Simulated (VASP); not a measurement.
Computed with PBEsol GGA, VASP's PBE PAW potentials (set 64) (plane waves; VASP).

VASP input:

POSCAR:
```
HfTe
1
    0.0000000000     2.8728118846     2.8728118846
    2.8728118846    -0.0000000000     2.8728118846
    2.8728118846     2.8728118846     0.0000000000
Hf Te
1 1
Direct
  0.0000000000   1.0000000000   0.0000000000
  0.5000000000   0.5000000000   0.5000000000
```

KPOINTS:
```
Automatic mesh
0
Gamma
10 10 10
0 0 0
```

INCAR:
```
ALGO = Normal
EDIFF = 1E-6
EDIFFG = -0.01
ENCUT = 400
GGA = PS
IBRION = 2
ISIF = 3
ISMEAR = 1
LASPH = .TRUE.
LCHARG = .FALSE.
LMAXMIX = 6
LREAL = .FALSE.
LWAVE = .FALSE.
NELM = 100
NSW = 60
PREC = Accurate
SIGMA = 0.1
SYSTEM = HfTe
```

POTCAR, in this order: Hf_pv Te (PBE.64 set). Program: vasp_std.

The resulting files:

OUTCAR:
```
 ion  position               nearest neighbor table
   1  0.000  0.000  0.000-   2 2.87   2 2.87   2 2.87   2 2.87   2 2.87   2 2.87
   2  0.500  0.500  0.500-   1 2.87   1 2.87   1 2.87   1 2.87   1 2.87   1 2.87
  LATTYP: Found a face centered cubic cell.
 ALAT       =     5.7456237692
 Subroutine PRICEL returns:
 Original cell was already a primitive cell.
 Subroutine GETGRP returns: Found 48 space group operations
The static configuration has the point symmetry O_h .
The dynamic configuration has the point symmetry O_h .
 Subroutine INISYM returns: Found 48 space group operations
 Subroutine IBZKPT returns following result:
 Found     47 irreducible k-points:

 Following reciprocal coordinates:
            Coordinates               Weight
  0.000000  0.000000  0.000000      1.000000
  0.100000  0.000000  0.000000      8.000000
  0.200000  0.000000  0.000000      8.000000
  0.300000  0.000000  0.000000      8.000000
  0.400000  0.000000  0.000000      8.000000
  0.500000  0.000000  0.000000      4.000000
  0.100000  0.100000  0.000000      6.000000
  0.200000  0.100000  0.000000     24.000000
  0.300000  0.100000  0.000000     24.000000
  0.400000  0.100000  0.000000     24.000000
  0.500000  0.100000  0.000000     24.000000
 -0.400000  0.100000  0.000000     24.000000
 -0.300000  0.100000  0.000000     24.000000
 -0.200000  0.100000  0.000000     24.000000
 -0.100000  0.100000  0.000000     12.000000
  0.200000  0.200000  0.000000      6.000000
  0.300000  0.200000  0.000000     24.000000
  0.400000  0.200000  0.000000     24.000000
  0.500000  0.200000  0.000000     24.000000
 -0.400000  0.200000  0.000000     24.000000
 -0.300000  0.200000  0.000000     24.000000
 -0.200000  0.200000  0.000000     12.000000
  0.300000  0.300000  0.000000      6.000000
  0.400000  0.300000  0.000000     24.000000
  0.500000  0.300000  0.000000     24.000000
 -0.400000  0.300000  0.000000     24.000000
 -0.300000  0.300000  0.000000     12.000000
  0.400000  0.400000  0.000000      6.000000
  0.500000  0.400000  0.000000     24.000000
 -0.400000  0.400000  0.000000     12.000000
  0.500000  0.500000  0.000000      3.000000
  0.300000  0.200000  0.100000     24.000000
  0.400000  0.200000  0.100000     48.000000
  0.500000  0.200000  0.100000     48.000000
 -0.400000  0.200000  0.100000     24.000000
  0.400000  0.300000  0.100000     24.000000
  0.500000  0.300000  0.100000     48.000000
 -0.400000  0.300000  0.100000     48.000000
 -0.300000  0.300000  0.100000     48.000000
 -0.200000  0.300000  0.100000     24.000000
   k-points           NKPTS =     47   k-points in BZ     NKDIM =     47   number of bands    NBANDS=     12
   number of dos      NEDOS =    301   number of ions     NIONS =      2
   total plane-waves  NPLWV =  21952
   dimension x,y,z NGX =    28 NGY =   28 NGZ =   28
   dimension x,y,z NGXF=    56 NGYF=   56 NGZF=   56
   ions per type =               1   1
   PREC   = accura    normal or accurate (medium, high low for compatibility)
   ISTART =      0    job   : 0-new  1-cont  2-samecut
   ICHARG =      2    charge: 1-file 2-atom 10-const
   ISPIN  =      1    spin polarized calculation?
   LNONCOLLINEAR =      F non collinear calculations
   LSORBIT =      F    spin-orbit coupling
   INIWAV =      1    electr: 0-lowe 1-rand  2-diag
   ENCUT  =  400.0 eV  29.40 Ry    5.42 a.u.   6.63  6.63  6.63*2*pi/ulx,y,z
   NELM   =    100;   NELMIN=  2; NELMDL= -5     # of ELM steps
   EDIFF  = 0.1E-05   stopping-criterion for ELM
   LREAL  =      F    real-space projection
   NLSPLINE    = F    spline interpolate recip. space projectors
   LMAXMIX     =    6 max onsite mixed and CHGCAR
...
```

### OSZICAR
```
       N       E                     dE             d eps       ncg     rms          rms(c)
DAV:   1     0.336863432906E+02    0.33686E+02   -0.69139E+03  1160   0.949E+02
DAV:   2    -0.130426353436E+02   -0.46729E+02   -0.44014E+02  1396   0.183E+02
DAV:   3    -0.149484709622E+02   -0.19058E+01   -0.18698E+01  1416   0.299E+01
DAV:   4    -0.149793338026E+02   -0.30863E-01   -0.30203E-01  1420   0.440E+00
DAV:   5    -0.149802243722E+02   -0.89057E-03   -0.89033E-03  1560   0.561E-01    0.325E+01
DAV:   6    -0.145294331955E+02    0.45079E+00   -0.10745E+00  1200   0.597E+00    0.216E+01
DAV:   7    -0.145015916199E+02    0.27842E-01   -0.46368E-01  1332   0.411E+00    0.235E+00
DAV:   8    -0.144818861075E+02    0.19706E-01   -0.11636E-01  1204   0.207E+00    0.290E-01
DAV:   9    -0.144817503988E+02    0.13571E-03   -0.38257E-03  1268   0.488E-01    0.144E-01
DAV:  10    -0.144817609268E+02   -0.10528E-04   -0.17463E-04  1416   0.862E-02    0.940E-02
DAV:  11    -0.144817587433E+02    0.21835E-05   -0.68221E-05  1260   0.519E-02    0.381E-02
DAV:  12    -0.144817558600E+02    0.28833E-05   -0.90896E-06  1220   0.204E-02    0.348E-03
DAV:  13    -0.144817556888E+02    0.17120E-06   -0.39232E-07   672   0.552E-03
   1 F= -.14481756E+02 E0= -.14481303E+02  d E =-.144818E+02
       N       E                     dE             d eps       ncg     rms          rms(c)
DAV:   1    -0.144826926446E+02   -0.93678E-03   -0.22422E-02  1164   0.119E+00    0.269E-01
DAV:   2    -0.144819606191E+02    0.73203E-03   -0.11556E-03  1176   0.274E-01    0.131E-01
DAV:   3    -0.144817400142E+02    0.22060E-03   -0.62608E-04  1304   0.182E-01    0.104E-01
DAV:   4    -0.144817364684E+02    0.35459E-05   -0.10696E-05  1288   0.263E-02    0.767E-02
DAV:   5    -0.144817331515E+02    0.33169E-05   -0.72293E-06  1256   0.129E-02    0.126E-02
DAV:   6    -0.144817328354E+02    0.31604E-06   -0.33286E-07   592   0.436E-03
   2 F= -.14481733E+02 E0= -.14481285E+02  d E =0.228534E-04
       N       E                     dE             d eps       ncg     rms          rms(c)
DAV:   1    -0.144820960131E+02   -0.36286E-03   -0.69494E-03  1164   0.661E-01    0.149E-01
DAV:   2    -0.144818702192E+02    0.22579E-03   -0.35707E-04  1176   0.152E-01    0.726E-02
DAV:   3    -0.144818033156E+02    0.66904E-04   -0.19471E-04  1288   0.101E-01    0.579E-02
DAV:   4    -0.144818028113E+02    0.50434E-06   -0.32175E-06  1204   0.147E-02
   3 F= -.14481803E+02 E0= -.14481351E+02  d E =-.471225E-04
```

### OUTCAR
```
------------------------ aborting loop because EDIFF is reached ----------------------------------------
  FORCE on cell =-STRESS in cart. coord.  units (eV):
  Direction    XX          YY          ZZ          XY          YZ          ZX
  --------------------------------------------------------------------------------------
  Total       -0.0028769     -0.0028769     -0.0028769      0.0000000      0.0000000     -0.0000000
  in kB       -0.0970313     -0.0970313     -0.0970313      0.0000000      0.0000000     -0.0000000
  external PRESSURE =      -0.0970313 kB  Pullay stress =       0.0000000 kB
  volume of cell :       47.50
      direct lattice vectors                 reciprocal lattice vectors
     0.000000000  2.874497605  2.874497605    -0.173943439  0.173943439  0.173943439
     2.874497605  0.000000000  2.874497605     0.173943439 -0.173943439  0.173943439
     2.874497605  2.874497605  0.000000000     0.173943439  0.173943439 -0.173943439
 POSITION                                       TOTAL-FORCE (eV/Angst)
 -----------------------------------------------------------------------------------
      0.00000      0.00000      0.00000        -0.000000      0.000000      0.000000
      2.87450      2.87450      2.87450         0.000000     -0.000000     -0.000000
 -----------------------------------------------------------------------------------
    total drift:                               -0.000000      0.000000      0.000000
  FREE ENERGIE OF THE ION-ELECTRON SYSTEM (eV)
  ---------------------------------------------------
  free  energy   TOTEN  =       -14.4818028113 eV

  energy  without entropy=      -14.4804471059  energy(sigma->0) =      -14.48135091

 reached required accuracy - stopping structural energy minimisation
```
(Selected blocks of OUTCAR.)

**CONTCAR**
```
HfTe
   1.00000000000000
     0.0000000000000000    2.8744976053811979    2.8744976053811979
     2.8744976053811979    0.0000000000000000    2.8744976053811979
     2.8744976053811979    2.8744976053811979    0.0000000000000000
  Hf              Te
     1     1
Direct
     0.0000000000000000    0.0000000000000000    0.0000000000000000
     0.5000000000000000    0.5000000000000000    0.5000000000000000
```

The structure was generated: HfTe was put into the rock salt type (Fm-3m), which need not be its known phase. This run relaxes it. Symmetry was kept, so distortions that lower it aren't found. The start is the result of an earlier pass. VASP warned that the highest band is occupied, so more bands are needed.
